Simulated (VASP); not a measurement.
Given:

```xyz
6
Lattice="1.5538 -2.6912 0.0000 1.5538 2.6912 0.0000 0.0000 0.0000 11.6710" Properties=species:S:1:pos:R:3 pbc="T T T"
W      1.5538     0.8971     2.9178
W      1.5538    -0.8971     8.7533
Se     1.5538     0.8971    10.4435
Se     1.5538    -0.8971     4.6079
Se     1.5538    -0.8971     1.2276
Se     1.5538     0.8971     7.0631
```

Method: LDA (Ceperley-Alder, Perdew-Zunger), VASP's LDA PAW potentials (set 64) (plane waves; VASP). Numerical set-up: 500 eV cut-off, 8×8×2 Γ-centred mesh, Gaussian smearing of 0.050 eV, potentials W_sv Se.

Energy and stress use the plane-wave basis of the starting cell.

Q: The ions, cell shape and volume at an external pressure of 30.0 GPa are relaxed. Predict the relaxed structure.

A: 
```xyz
6
Lattice="1.5281 -2.6467 0.0000 1.5281 2.6467 0.0000 0.0000 0.0000 11.4816" Properties=species:S:1:pos:R:3 pbc="T T T"
W      1.5281     0.8822     2.8704
W      1.5281    -0.8822     8.6112
Se     1.5281     0.8822    10.3056
Se     1.5281    -0.8822     4.5648
Se     1.5281    -0.8822     1.1760
Se     1.5281     0.8822     6.9168
```
Space group P6_3/mmc (194), at a tolerance of 0.03 Å.

Q: How do energy and volume change from the first to the last step?

A: The energy (σ→0) changes by +121.8 meV/atom and the volume by -4.8 %, in 8 ionic steps.

```tsv
step	E(σ→0) (eV)	max force (eV/Å)	pressure (GPa)	volume (Å³)
1	-47.5384	0.011	19.93	97.61
2	-43.8472	3.208	72.13	83.86
3	-47.0260	0.610	29.44	94.26
4	-46.9974	0.641	29.93	94.11
5	-46.8165	0.064	30.03	92.94
6	-46.8177	0.068	30.04	92.95
7	-46.8090	0.003	29.93	92.88
8	-46.8076	0.005	29.93	92.87
```

The compound is WSe2 in the 2H layered structure. This run relaxes it under an external pressure of 30 GPa. Symmetry was kept, so distortions that lower it aren't found.
